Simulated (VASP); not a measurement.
Write the native input for VASP 6.6.1 that does the following.

```
Task                   : relaxation of the atoms
Functional             : r2SCAN
Potentials or basis    : VASP PAW PBE potentials, release 64 (Pb_d, Mg, N)
Cutoff                 : 520 eV
k mesh                 : 7 × 7 × 3
Occupations            : gaussian, width 0.05 eV
Spin                   : no spin polarisation
Further INCAR settings : ALGO = Normal; EDIFF = 1e-06; IBRION = 2; EDIFFG = -0.01; NSW = 60
```

The structure of Mg2PbN2 lies in POSCAR:

```
Mg2PbN2
1.0
    3.6268635271      0.0000000000      0.0000000000
   -1.8134317635      3.1409559505      0.0000000000
    0.0000000000      0.0000000000      6.5658920000
Pb Mg N
1 2 2
Direct
   -0.0049930000     -0.0065470000      0.4924260000
    0.3456910000      0.6712730000      0.8557700000
    0.6683690000      0.3278370000      0.1299880000
    0.3270540000      0.6579680000      0.1971470000
    0.6591060000      0.3212630000      0.7921820000
```

The cell comes from a database or a generator and needn't be the stable form of this composition.

The cell isn't the ideal one: atoms moved at random, drawn with an rms of 0.05 Å.

One way to write it, as run:

INCAR

```
ALGO     = Normal         # electronic algorithm
EDIFF    = 1E-6           # SCF threshold, eV
EDIFFG   = -0.01          # ionic threshold
ENCUT    = 520            # plane-wave cutoff, eV
IBRION   = 2              # ionic algorithm
ISIF     = 2              # what is computed and relaxed
ISMEAR   = 0              # smearing method
LASPH    = True           # aspherical terms in the spheres
LCHARG   = False          # write CHGCAR
LMIXTAU  = True         
LREAL    = False          # projectors in reciprocal space
LWAVE    = False          # write WAVECAR
METAGGA  = R2SCAN         # meta-GGA
NELM     = 80             # most SCF steps
NSW      = 60             # ionic steps
PREC     = Accurate       # precision mode
SIGMA    = 0.05           # smearing width, eV
```

KPOINTS

```
k-points
0
Gamma
  7 7 3
```

Potentials or basis: VASP PAW PBE potentials, release 64 (Pb_d, Mg, N).

Run with:

```sh
$ cat potpaw_PBE.64/Pb_d/POTCAR potpaw_PBE.64/Mg/POTCAR potpaw_PBE.64/N/POTCAR > POTCAR
$ mpirun -np 1 vasp_std > vasp.out
```

Results of the run:

- Energy gained by relaxing: 3.7 meV/atom
- Ionic steps: 8
- Pressure after relaxing: -3.1 GPa
- Largest force after relaxing: 0.008 eV/Å
- Band gap on the k mesh: 0.65 eV, indirect (least direct gap 1.68 eV)

Caveat: the PAW data sets were made with another functional, which shifts forces and pressure a little; spin-orbit coupling is left out, which as a rule narrows the gap of such compounds by several tenths of an eV; an odd mesh through Γ misses points on the zone boundary, where band edges often lie.

It took 20 min on 1 thread of Intel(R) Xeon(R) Platinum 8375C CPU @ 2.90GHz (Ice Lake), on a shared host, peak memory 0.29 GiB.
